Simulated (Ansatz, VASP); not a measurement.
# Cross-check of NbSi between VASP and Ansatz, part 2 of 2

Wanted: the spread between two codes on one cell, functional and k mesh. The cell is invented: As first built, before any earlier steps moved the atoms (in the runner's words): it takes the WC structure with all of its atoms replaced by other elements, volume scaled by an estimate. It may not be a known or stable phase. The cell is taken from a series of VASP runs on this material, whose earlier steps may have relaxed, scaled or displaced it; both programs get it as it stands.

VASP 6.6.1 and Ansatz 0.2.0.

So far. Step 3 (VASP: band structure, PBE): The run ends at a pressure of -0.36 GPa.

**5. VASP: band structure, PBEsol**

Level of this step: PBEsol; plane waves and PAW (Nb_sv, Si); invented cell (VASP).

With cell and atoms fixed, the geometry can't cause a difference; cores, projectors, grids and the points listed under the comparison can.

The input, INCAR:

```
SYSTEM = NbSi
PREC = Accurate
ENCUT = 400
EDIFF = 1E-06
NELM = 100
ISMEAR = 0
SIGMA = 0.02
LREAL = .FALSE.
ALGO = Normal
GGA = PS
LORBIT = 11
LWAVE = .FALSE.
LCHARG = .FALSE.
KPAR = 4
```

The input, POSCAR:

```
NbSi
1.0
    3.0335601418     -0.0000000243      0.0000000000
   -1.5167806400      2.6271406017      0.0000000000
    0.0000000000      0.0000000000      4.0525052525
Nb Si
1 1
Direct
    0.0000000000      0.0000000000      0.0000000000
    0.6666666700      0.3333333300      0.5000000000
```

The input, KPOINTS:

```
Automatic mesh
0
Gamma
5 5 4
0 0 0
```

The input, KPOINTS_OPT:

```
Line mode
16
Line-mode
Reciprocal
  0.00000000   0.00000000   0.00000000 GAMMA
  0.50000000   0.00000000   0.00000000 M

  0.50000000   0.00000000   0.00000000 M
  0.33333333   0.33333333   0.00000000 K

  0.33333333   0.33333333   0.00000000 K
  0.00000000   0.00000000   0.00000000 GAMMA

  0.00000000   0.00000000   0.00000000 GAMMA
  0.00000000   0.00000000   0.50000000 A

  0.00000000   0.00000000   0.50000000 A
  0.50000000   0.00000000   0.50000000 L

  0.50000000   0.00000000   0.50000000 L
  0.33333333   0.33333333   0.50000000 H

  0.33333333   0.33333333   0.50000000 H
  0.00000000   0.00000000   0.50000000 A

  0.50000000   0.00000000   0.50000000 L
  0.50000000   0.00000000   0.00000000 M

  0.33333333   0.33333333   0.00000000 K
  0.33333333   0.33333333   0.50000000 H
```

PAW data sets: Nb_sv and Si (PBE family, release 64).

Command:

```console
$ mpirun -np 4 vasp_std
```

Numbers of over 12 decimals in the logs are rounded to 6 here.

The program printed:

```text
[banner, memory and clock lines left out]
running    4 mpi-ranks, on    1 nodes
[...]
|                                                                             |
|               ----> ADVICE to this user running VASP <----                  |
|                                                                             |
|     You enforced a specific xc type in the INCAR file but a different       |
|     [... a line on the potential file left out ...]
|     I HOPE YOU KNOW WHAT YOU ARE DOING!                                     |
|                                                                             |

 LDA part: xc-table for (Slater+PW92), standard interpolation
 POSCAR, INCAR and KPOINTS ok, starting setup
[...]
entering main loop
       N       E                     dE             d eps       ncg     rms          rms(c)
DAV:   1     0.108194288535E+03    0.10819E+03   -0.75621E+03   360   0.109E+03
DAV:   2    -0.116745111668E+02   -0.11987E+03   -0.11552E+03   428   0.375E+02
[...]
DAV:  12    -0.175120232781E+02   -0.60601E-06   -0.21784E-06   404   0.179E-02
   1 F= -.17512023E+02 E0= -.17511690E+02  d E =-.665766E-03
 Start KPOINTS_OPT (optional k-point list driver)
k-point batch [1-15\144]
       N       E                     dE             ncg
DAV:   1    -0.258431069071E+03   -0.43802E+04      360
DAV:   2    -0.216058043875E+04   -0.19021E+04      436
DAV:   3    -0.225537402618E+04   -0.94794E+02      556
DAV:   4    -0.225920236318E+04   -0.38283E+01      504
DAV:   5    -0.225938754700E+04   -0.18518E+00      604
DAV:   6    -0.225939128545E+04   -0.37384E-02      504
DAV:   7    -0.225939136292E+04   -0.77476E-04      556
DAV:   8    -0.225939136457E+04   -0.16433E-05      352
DAV:   9    -0.225939136473E+04   -0.16826E-06      348
[...]
k-point batch [136-144\144]
       N       E                     dE             ncg
DAV:   1     0.328393685305E+04   -0.64914E+04      224
DAV:   2     0.245458144826E+04   -0.82936E+03      252
DAV:   3     0.241501197286E+04   -0.39569E+02      340
DAV:   4     0.241388108082E+04   -0.11309E+01      284
DAV:   5     0.241379348313E+04   -0.87598E-01      388
DAV:   6     0.241379266701E+04   -0.81612E-03      288
DAV:   7     0.241379265535E+04   -0.11665E-04      316
DAV:   8     0.241379265511E+04   -0.23033E-06      200
```

Parts of OUTCAR (step 5):

```text
  Total       -1.2791904     -1.2791908     -0.3519887      0.0000003     -0.0000000     -0.0000000
  in kB      -63.4579824    -63.4580038    -17.4614287      0.0000143     -0.0000000     -0.0000000
  external PRESSURE =     -48.1258050 kB  Pullay stress =       0.0000000 kB

 POSITION                                       TOTAL-FORCE (eV/Angst)
 -----------------------------------------------------------------------------------
      0.00000      0.00000      0.00000        -0.000000     -0.000000      0.000000
      1.51678      0.87571      2.02625         0.000000      0.000000      0.000000
 -----------------------------------------------------------------------------------
    total drift:                               -0.000005     -0.000003      0.000000

  FREE ENERGIE OF THE ION-ELECTRON SYSTEM (eV)
  ---------------------------------------------------
  free  energy   TOTEN  =       -17.5120232781 eV

  energy  without entropy=      -17.5113575119  energy(sigma->0) =      -17.51169039

[... 2 parts as in an earlier step ...]

[... 1 further part left out ...]
[key lines of the parts left out:]
E-fermi :  10.6457
```

At this level the cell is under a tension of 4.8 GPa, so at these settings it is away from equilibrium.

**6. Ansatz: band structure, PBEsol**

The same cell, functional, mesh and smearing now go to Ansatz, which takes its cutoff from its data sets.

The cell is taken from a series of VASP runs on this material, whose earlier steps may have relaxed, scaled or displaced it; both programs get it as it stands.

The input, input.yaml:

```yaml
crystal:
  lattice:
    - [3.0335601418, -2.43e-08, 0.0]
    - [-1.51678064, 2.6271406017, 0.0]
    - [0.0, 0.0, 4.0525052525]
  atoms:
    - { symbol: Nb, position: [0.0, 0.0, 0.0] }
    - { symbol: Si, position: [0.66666667, 0.33333333, 0.5] }
hamiltonian:
  xc: pbesol
  pseudopotentials: { kind: paw }
kpoints:
  mp_grid: { grid: [5, 5, 4] }
  band_path:
    path:
      - [0.0, 0.0, 0.0]
      - [0.13333, 0.0, 0.0]
      - [0.3, 0.0, 0.0]
      - [0.46667, 0.0, 0.0]
      - [0.46667, 0.06667, 0.0]
      - [0.41111, 0.17778, 0.0]
      - [0.35556, 0.28889, 0.0]
      - [0.28889, 0.28889, 0.0]
      - [0.17778, 0.17778, 0.0]
      - [0.06667, 0.06667, 0.0]
      - [0.0, 0.0, 0.03333]
      - [0.0, 0.0, 0.2]
      - [0.0, 0.0, 0.36667]
      - [0.0, 0.0, 0.5]
      - [0.16667, 0.0, 0.5]
      - [0.3, 0.0, 0.5]
      - [0.46667, 0.0, 0.5]
      - [0.46667, 0.06667, 0.5]
      - [0.41111, 0.17778, 0.5]
      - [0.35556, 0.28889, 0.5]
      - [0.28889, 0.28889, 0.5]
      - [0.17778, 0.17778, 0.5]
      - [0.06667, 0.06667, 0.5]
      - [0.5, 0.0, 0.46667]
      - [0.5, 0.0, 0.3]
      - [0.5, 0.0, 0.13333]
      - [0.33333, 0.33333, 0.0]
      - [0.33333, 0.33333, 0.16667]
      - [0.33333, 0.33333, 0.33333]
      - [0.33333, 0.33333, 0.5]
    npoints: 1
scf:
  occupations: { method: gaussian, width: 0.02 }
  n_extra_bands: 7
output:
  forces: true
  stress: true
  eigenvalues: true
```

Command:

```console
$ ansatz run input.yaml --threads 2 --pin off --max-ram 4608MiB --backend cpu --events-out ev --progress --plain --runs-dir out
```

The program printed:

```text
[...]
Crystal: 2 atoms, lattice volume = 32.297 Å³
Basis set: ecut = 420 eV, 613 PW (Γ), exchange–correlation on 48×48×60 points (8 copies of the dense FFT grid, shifted against one another)
Bands: 16, of which v1, the nominal top of the filled ones, is band 9 counted from 1 (8 counted from 0)
Symmetry: 12 space group operations
[...]
k-point 0: bands = [... 5 lower, 11.2290, 13.1412, 14.4636, 14.4636, 16.8027, 16.8027, 21.7331, 22.0116, ... 3 higher]
  k-point 1: bands = [... 5 lower, 9.8739, 13.5334, 14.5836, 14.5836, 16.3412, 16.3412, 22.0407, 22.0407, ... 3 higher]
  k-point 2: bands = [... 5 lower, 8.4216, 13.8795, 14.7195, 14.7195, 15.9614, 15.9614, 21.6320, 21.6320, ... 3 higher]
  k-point 14: bands = [... 5 lower, 10.3298, 11.5201, 12.8429, 14.0840, 15.6057, 18.8122, 19.6702, 19.7999, ... 3 higher]
[key lines of the parts left out:]
SCF converged after 6 iterations
Free energy (F): -5117.759277 eV
Fermi energy:    14.553343 eV
P = ⅓ Tr σ = -4.3857 GPa (-43.857 kbar)
```

It took 3.2 s on 2 threads of Arm Neoverse N1, shared host; peak memory 0.27 GiB; 3.9 s of CPU time.

**7. Side by side**

What differs besides the data sets and the points named for the pairs above, as far as they apply: Ansatz makes its cores anew for this functional, VASP keeps those of its PBE data sets. Total energies have different zeros and are not compared.

The two programs side by side:

| quantity | Ansatz | VASP | difference |
| --- | --- | --- | --- |
| pressure (GPa) | -4.39 | -4.81 | +0.43 |

Levels from 3 eV below to 2 eV above the Fermi level differ by 3 meV r.m.s. and 9 meV at most; each VASP level is matched to the nearest of Ansatz, which flatters the figure a little.

**8. VASP: band structure, r2SCAN**

A single point gives forces, pressure and levels at one fixed geometry, so differences don't come from the geometry; what else differs is listed under the comparison.

INCAR, as its differences from that of step 5:

```diff
@@ -9,3 +9,4 @@
 ALGO = Normal
-GGA = PS
+METAGGA = R2SCAN
+LASPH = .TRUE.
 LORBIT = 11
```

POSCAR is that of step 5.

KPOINTS is that of step 5.

KPOINTS_OPT is that of step 5.

Command:

```console
$ mpirun -np 4 vasp_std
```

The program printed:

```text
[banner, memory and clock lines left out]
running    4 mpi-ranks, on    1 nodes
[...]
[... a notice as in an earlier step ...]

 LDA part: xc-table for (None), standard interpolation
 POSCAR, INCAR and KPOINTS ok, starting setup
[...]
entering main loop
       N       E                     dE             d eps       ncg     rms          rms(c)
DAV:   1     0.908354004132E+02    0.90835E+02   -0.77691E+03   360   0.113E+03
DAV:   2    -0.339942465577E+02   -0.12483E+03   -0.12026E+03   432   0.390E+02
DAV:   3    -0.410805535017E+02   -0.70863E+01   -0.68352E+01   584   0.711E+01
DAV:   4    -0.414375240897E+02   -0.35697E+00   -0.35340E+00   520   0.145E+01
[...]
DAV:  11    -0.342654597219E+02   -0.52663E-04   -0.71852E-05   548   0.100E-01    0.254E-02
DAV:  12    -0.342654729876E+02   -0.13266E-04   -0.91160E-06   468   0.369E-02    0.591E-03
DAV:  13    -0.342654737580E+02   -0.77032E-06   -0.71187E-07   284   0.110E-02
   1 F= -.34265474E+02 E0= -.34265106E+02  d E =-.735484E-03
 Start KPOINTS_OPT (optional k-point list driver)
k-point batch [1-15\144]
       N       E                     dE             ncg
DAV:   1    -0.320599452715E+03   -0.44424E+04      360
DAV:   2    -0.232254290896E+04   -0.20019E+04      424
DAV:   3    -0.242542718086E+04   -0.10288E+03      564
DAV:   4    -0.242937090722E+04   -0.39437E+01      488
DAV:   5    -0.242960370097E+04   -0.23279E+00      604
DAV:   6    -0.242960940345E+04   -0.57025E-02      496
DAV:   7    -0.242960953228E+04   -0.12883E-03      572
DAV:   8    -0.242960953604E+04   -0.37607E-05      356
DAV:   9    -0.242960953633E+04   -0.28469E-06      348
[...]
k-point batch [136-144\144]
       N       E                     dE             ncg
DAV:   1     0.322770193602E+04   -0.65477E+04      224
DAV:   2     0.235304787796E+04   -0.87465E+03      248
DAV:   3     0.231146655215E+04   -0.41581E+02      344
DAV:   4     0.231026455399E+04   -0.12020E+01      284
DAV:   5     0.231016606574E+04   -0.98488E-01      400
DAV:   6     0.231016510080E+04   -0.96494E-03      284
DAV:   7     0.231016509107E+04   -0.97287E-05      284
DAV:   8     0.231016509075E+04   -0.31951E-06      204
```

Parts of OUTCAR (step 8):

```text
  Total       -0.6176943     -0.6176945      0.1481084      0.0000001      0.0000000      0.0000000
  in kB      -30.6425330    -30.6425434      7.3473526      0.0000069      0.0000000      0.0000000
  external PRESSURE =     -17.9792413 kB  Pullay stress =       0.0000000 kB

 POSITION                                       TOTAL-FORCE (eV/Angst)
 -----------------------------------------------------------------------------------
      0.00000      0.00000      0.00000        -0.000000      0.000000      0.000000
      1.51678      0.87571      2.02625         0.000000     -0.000000      0.000000
 -----------------------------------------------------------------------------------
    total drift:                               -0.000005     -0.000003      0.000000

  FREE ENERGIE OF THE ION-ELECTRON SYSTEM (eV)
  ---------------------------------------------------
  free  energy   TOTEN  =       -34.2654737580 eV

  energy  without entropy=      -34.2647382739  energy(sigma->0) =      -34.26510602

[... 2 parts as in an earlier step ...]

[... 1 further part left out ...]
[key lines of the parts left out:]
E-fermi :  10.8111
```

The run ends at a pressure of -1.80 GPa.

**9. Ansatz: band structure, r2SCAN**

The same cell, functional, mesh and smearing now go to Ansatz, which takes its cutoff from its data sets.

The cell is taken from a series of VASP runs on this material, whose earlier steps may have relaxed, scaled or displaced it; both programs get it as it stands.

input.yaml, as its differences from that of step 6:

```diff
@@ -9,3 +9,3 @@
 hamiltonian:
-  xc: pbesol
+  xc: r2scan
   pseudopotentials: { kind: paw }
@@ -53 +53,5 @@
   eigenvalues: true
+  write_density: true
+  write_potential: true
+  elf: true
+  volumetric_format: npy
```

Command:

```console
$ ansatz run input.yaml --threads 2 --pin off --max-ram 4608MiB --backend cpu --events-out ev --progress --plain --runs-dir out
```

The program printed:

```text
[...]
Crystal: 2 atoms, lattice volume = 32.297 Å³
Basis set: ecut = 500 eV, 855 PW (Γ), exchange–correlation on 96×96×120 points (64 copies of the dense FFT grid, shifted against one another)
Bands: 16, of which v1, the nominal top of the filled ones, is band 9 counted from 1 (8 counted from 0)
Symmetry: 12 space group operations
[...]
k-point 0: bands = [... 5 lower, 11.1797, 13.0235, 14.6273, 14.6273, 17.1051, 17.1051, 22.3492, 22.6369, ... 3 higher]
  k-point 1: bands = [... 5 lower, 9.6732, 13.5900, 14.7546, 14.7546, 16.6199, 16.6199, 22.6684, 22.6684, ... 3 higher]
  k-point 2: bands = [... 5 lower, 8.1406, 14.0238, 14.8987, 14.8987, 16.2204, 16.2204, 22.2222, 22.2222, ... 3 higher]
  k-point 14: bands = [... 5 lower, 10.1541, 11.4217, 12.7950, 14.0733, 15.8756, 19.2593, 20.0191, 20.2462, ... 3 higher]
[key lines of the parts left out:]
SCF converged after 7 iterations
Free energy (F): -5203.346263 eV
Fermi energy:    14.730404 eV
P = ⅓ Tr σ = -1.3782 GPa (-13.782 kbar)
```

Wall time 5.7 s (2 threads); peak memory 0.35 GiB; 8 s of CPU time.

**10. Differences**

What differs besides the data sets and the points named for the pairs above, as far as they apply: VASP keeps PBE cores, Ansatz makes them for the functional; the cutoff is 500 eV in Ansatz and 400 eV in VASP. Total energies have different zeros and are not compared.

Compared:

| quantity | Ansatz | VASP | difference |
| --- | --- | --- | --- |
| pressure (GPa) | -1.38 | -1.80 | +0.42 |
| pressure without Ansatz's Pulay correction (GPa) | -1.44 | -1.80 | +0.36 |

Levels from 3 eV below to 2 eV above the Fermi level differ by 2 meV r.m.s. and 6 meV at most; each VASP level is matched to the nearest of Ansatz, which flatters the figure a little. Ansatz's pressure holds a Pulay correction of 0.06 GPa; VASP's holds none.

**11. Results**

| Property | Result |
| --- | --- |
| r.m.s. difference of levels near the Fermi level (band structure, PBE) | 3.2 meV |
| difference in pressure (band structure, PBE) | 0.58 GPa |
| r.m.s. difference of levels near the Fermi level (band structure, PBEsol) | 2.9 meV |
| r.m.s. difference of levels near the Fermi level (band structure, r2SCAN) | 2.3 meV |

**Reading.** The difference in pressure is 0.58 GPa (band structure, PBE), within the 1 GPa picked in this series as the mark of a large difference. 2 further runs of this series are not shown here. Such differences can come from data sets, numerical settings and the points named under the comparisons, not from the functional's error against experiment.

[Lines on the potential files, build, host, timing and source positions are cut from VASP's logs without a mark.]

[Logs are printed without paths, hosts, clocks, repeated set-up lines and the standing remarks that a program may print on its own settings, such as how far it seeks lower states.]

[Hosts, paths, dates, database ids (printed as entryN), source tags and the programs' standing remarks are cut or masked in the printed files.]
